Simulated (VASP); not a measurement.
Level of theory: r2SCAN meta-GGA, VASP's PBE PAW potentials (set 64) (plane waves; VASP).

Gaps are without spin-orbit coupling.

Problem. Order these relaxed crystals by band gap, smallest first: Si, P6_3/mmc (194); SnO, P4/nmm (129); InP, P6_3mc (186); B, R-3m (166).

Solution. SnO, P4/nmm (129) (0.30 eV), Si, P6_3/mmc (194) (0.62 eV), InP, P6_3mc (186) (1.11 eV), B, R-3m (166) (1.63 eV)
